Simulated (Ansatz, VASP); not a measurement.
# TiB2 in two plane-wave programs

Aim: how closely do two programs agree when they are given the same cell, functional and k mesh? The cell is taken from a series of runs on this material, whose earlier steps may have relaxed, scaled, displaced or heated it; both programs get it as it stands.

Calculated with Ansatz 0.2.0; plane waves, with VASP 6.6.1 beside it; zone-centre phonons at PBEsol.

### Step 1. Set-up

The structure is hexagonal, space group P6/mmm (No. 191). The conventional cell has a = 2.927 Å, b = 2.927 Å, c = 3.230 Å, α = 90.00°, β = 90.00°, γ = 120.00°. B has 3 B at 1.69 Å and 6 Ti at 2.34 Å nearest. Nearest to Ti lie 12 B at 2.34 Å. Farther neighbours are not listed.

### Step 2. Ansatz: zone-centre phonons, PBEsol

Ansatz runs on its PAW soft_1 files.

Second derivatives magnify differences that forces hide, and they need a tight electronic threshold.

The input, input.yaml:

```yaml
crystal:
  lattice:
    - [2.9269710079, 0.0, 0.0]
    - [-1.463485504, 2.5348312489, 0.0]
    - [0.0, 0.0, 3.2300584109]
  atoms:
    - { symbol: B, position: [0.3333333333, 0.6666666667, 0.5] }
    - { symbol: B, position: [0.6666666667, 0.3333333333, 0.5] }
    - { symbol: Ti, position: [0.0, 0.0, 0.0] }
kpoints:
  mp_grid: { grid: [15, 15, 16] }
hamiltonian:
  xc: pbesol
  pseudopotentials: { kind: paw, azcp: { folder: soft_1 }, xc_functional: pbe }
scf:
  occupations: { method: methfessel_paxton, width: 0.2 }
output:
  eigenvalues: true
phonons:
  method: dfpt
```

Command:

```
> ansatz run input.yaml --threads 4 --pin off --max-ram 10240MiB --backend cpu --events-out ev --progress --plain --runs-dir out
```

Numbers of over 12 decimals in the logs are rounded to 6 here.

What it wrote:

```text
zone centre: on kpoints.mp_grid the ground state, and the responses unless they are solved on pairs of k-points, stand on 576 of the mesh's 3600 k-points, reduced under 4 symmetry operations, with k and −k counted as one. Each operation leaves every solved displacement unchanged or reverses it
Engine: ansatz 0.2.0, x86_64-unknown-linux-gnu
Pseudopotentials: kind: paw
Pseudopotential: B, paw, valence charge 3, recommended cutoff 420 eV (normal), soft_1/B.paw.azcp
Pseudopotential: Ti, paw, valence charge 12, recommended cutoff 420 eV (normal), soft_1/Ti.paw.azcp
Functional definition: PBEsol
  exchange = pbesol_x
  correlation = pbesol_c
Crystal: 3 atoms, lattice volume = 23.965 Å³
Basis set: ecut = 420 eV, 455 PW (Γ), exchange–correlation on 40×40×48 points (8 copies of the dense FFT grid, shifted against one another)
Bands: 13, of which v1, the nominal top of the filled ones, is band 9 counted from 1 (8 counted from 0)
Symmetry: 24 space group operations
k-points: 576 of 3600 (irreducible under 4 space group operations, time reversal used)
Non-local potential: B, projectors of the file, l = 0: 2, l = 1: 2, l = 2: 1
Non-local potential: Ti, projectors of the file, l = 0: 3, l = 1: 2, l = 2: 3, l = 3: 1
PAW form: soft (Blöchl's): semilocal exchange-correlation on the pseudo side does not see the compensation charge
PAW frozen core: B, regenerated for the run's functional, and the local potential with it (the file was generated under x = pbe(κ = 0.804, μ = 0.219515), c = pbe(β = 0.066725))
PAW frozen core: Ti, regenerated for the run's functional, and the local potential with it (the file was generated under x = pbe(κ = 0.804, μ = 0.219515), c = pbe(β = 0.066725))
PAW one-centre angular grid: B, 110 points (default); XC on 64 Gauss nodes
PAW one-centre angular grid: Ti, 590 points (default); XC on 64 Gauss nodes
Initial density: superposition of atomic densities (chi_scale 0.1, normalization cell, long waves kept (reshape's long-wave potential 0.00 eV rms))
Initial wavefunctions: pseudopotential atomic-orbital guess
Functional: x = pbesol(κ = 0.804, μ = 0.123457), c = pbesol(β = 0.046)
SCF iter   1: F=—  HF=-2783.908412 eV  |F-HF|=—  |Δ(HF+E_count)|=         —  Δρ=1.19e-1  dr2=5.32e0  ethr=3.10e-3  ⟨swp⟩=4.5  Hψ=35704  notcnv=0
preconditioner: auto → none  [metal: Δε(μ)=0.061 eV  Ē_g=9.956 eV  σ=0.200 eV  W_gap=0.25  n_scr=8 (ndim 8)  ℏωp=24.0 eV  f_vac=0.000  D(μ)=0.36/eV (n_scr^D=0)  sad-step TF]
SCF iter   2: F=—  HF=-2783.197808 eV  |F-HF|=—  |Δ(HF+E_count)|=   7.11e-1  S|Δr|=    0.00e0  Δρ=8.08e-2  dr2=2.65e0  ethr=3.10e-3  ⟨swp⟩=2.0  Hψ=14315  notcnv=0
SCF iter   3: F=—  HF=-2782.526212 eV  |F-HF|=—  |Δ(HF+E_count)|=   6.72e-1  S|Δr|=    0.00e0  Δρ=9.62e-3  dr2=2.48e-2  ethr=3.10e-3  ⟨swp⟩=3.9  Hψ=16895  notcnv=0
SCF iter   4: F=—  HF=-2782.523999 eV  |F-HF|=—  |Δ(HF+E_count)|=   2.21e-3  S|Δr|=    0.00e0  Δρ=1.23e-3  dr2=4.59e-4  ethr=1.38e-4  ⟨swp⟩=2.0  Hψ=14053  notcnv=0
SCF iter   5: F=—  HF=-2782.524004 eV  |F-HF|=—  |Δ(HF+E_count)|=   5.57e-6  S|Δr|=    0.00e0  Δρ=3.82e-4  dr2=5.58e-5  ethr=2.55e-6  ⟨swp⟩=2.2  Hψ=10112  notcnv=0
SCF iter   6: F=—  HF=-2782.523995 eV  |F-HF|=—  |Δ(HF+E_count)|=   9.11e-6  S|Δr|=    0.00e0  Δρ=9.85e-5  dr2=2.63e-6  ethr=3.10e-7  ⟨swp⟩=2.3  Hψ=10642  notcnv=0
SCF iter   7: F=—  HF=-2782.523996 eV  |F-HF|=—  |Δ(HF+E_count)|=   5.76e-7  S|Δr|=    0.00e0  Δρ=6.88e-6  dr2=1.63e-8  ethr=1.46e-8  ⟨swp⟩=2.7  Hψ=11185  notcnv=0
SCF iter   8: F=—  HF=-2782.523996 eV  |F-HF|=—  |Δ(HF+E_count)|=   1.65e-7  S|Δr|=    0.00e0  Δρ=4.41e-7  dr2=2.46e-11  ethr=9.04e-11  ⟨swp⟩=2.2  Hψ=10220  notcnv=0
SCF iter   9: F=-2782.523996 eV  HF=-2782.523996 eV  |F-HF|=0.00e0  |Δ(HF+E_count)|=  3.64e-12  S|Δr|=    0.00e0  Δρ=6.44e-8  dr2=5.68e-13  ethr=1.00e-12  ⟨swp⟩=5.0  Hψ=27865  notcnv=0
SCF 1 converged in 9 iterations: F = -2782.523996 eV  dr2 = 5.68e-13
  greatest PAW one-centre occupation: 0.998 electrons in one spin orbital (limit 2), on the Ti atom at site 2 (counted from 0), in its partial waves of l = 0
DFPT response loops at Γ: preconditioner auto → Kerker (q_TF=auto, 2.601 Å⁻¹) (partly filled bands, converged f_vac=0.000); β = 1.00, the filter's whole step (`scf.mixing.beta` (0.50) is not read by the response loops under this deck's `scf.mixing.preconditioner`; to damp them name `kerker` or `kerker_dos`, under which they read `scf.mixing.beta`, and type it under 1.00, their step now; both keys bind the ground state too); Broyden in place of MSR1
SCF converged after 9 iterations
Stability not checked: this state was not tested for a lower state beside it, because cold or Methfessel-Paxton smearing, or corrected tetrahedra, fill the levels in a way that the test cannot read (fill_not_monotonic; see scf.lower_state_search)
Free energy (F): -2782.523996 eV
Harris-Foulkes:  -2782.523996 eV  (|F-HF|=0.00e0)
Internal energy: -2782.524148 eV  (E = F + TS)
E sigma→0 (E₀):  -2782.524034 eV
Entropy (-TS):   0.000152 eV (0.051 meV/atom)
Fermi energy:    16.171753 eV
--- Per-component energies (eV) ---
  E_band       = -75.840316
  E_kinetic    = 389.325595
  E_local      = -801.755459  (includes V_loc(G=0)·N_el)
  E_nonlocal   = 77.702679
  E_hartree    = 333.101832
  E_xc         = -185.291171
  E_vxc        = -228.355894  (∫ρ·V_xc dr)
  E_paw        = -1167.683299  (= ΣΔE_a)
  E_vpaw       = -178.960849  (= ΣTr[D̂ρ^β])
  E_aug_tail   = -0.000076  (compensation charges beyond the density's cutoff)
  E_ewald      = -1428.093057
  E_core_change = 0.168806  (= ΣΔE_core)
  E_smearing   = 0.000152  (= −TS)
  E_closure    = -0.000000  (closes the sum)
  Σ components = -2782.523996   (vs F -2782.523996, Δ=0.00e0)
--- Band table (eV; the first three rows and the last of 576) ---
  k-point 0: bands = [... 5 lower, 13.3924, 13.6212, 13.6212, 13.7061, 18.2162, 18.2162, 19.9112, 19.9112]
  k-point 1: bands = [... 5 lower, 12.7350, 13.6627, 13.6627, 14.3176, 18.0852, 18.0852, 19.8180, 19.8180]
  k-point 2: bands = [... 5 lower, 11.9137, 13.7866, 13.7866, 15.0089, 17.7600, 17.7600, 19.5502, 19.5502]
  k-point 575: bands = [... 5 lower, 9.1881, 10.8014, 11.6807, 13.4404, 18.4783, 19.4244, 20.1666, 20.8895]
--- Phonons (Γ-DFPT): 4 representative perturbations + reference, on 576 of 3600 k-points (Σ response iterations 12) ---
  k mesh reduced under 4 symmetry operations, with k and −k counted as one. Each operation leaves every solved displacement unchanged or reverses it
  ASR residual: 1.662e-5 → 0.000e0 eV/Å²; symmetrization residual: 9.272e-7 eV/Å²
  ASR residual per site (eV/Å²): 1.40e-5 1.40e-5 1.66e-5
  Γ frequencies (cm⁻¹): 0.00 0.00 0.00 545.77 545.77 550.18 574.22 1022.50 1022.50
  non-analytic LO–TO correction: not included (Born effective charges unavailable; polar crystals: no LO–TO splitting at Γ)
```

[end of part 1 of 2]

[Lines on the potential files, build, host, timing and source positions are cut from VASP's logs without a mark.]

[Logs are printed without paths, hosts, clocks, repeated set-up lines and the standing remarks that a program may print on its own settings, such as how far it seeks lower states.]

[Hosts, paths, dates, database ids (printed as entryN), source tags and the programs' standing remarks are cut or masked in the printed files.]
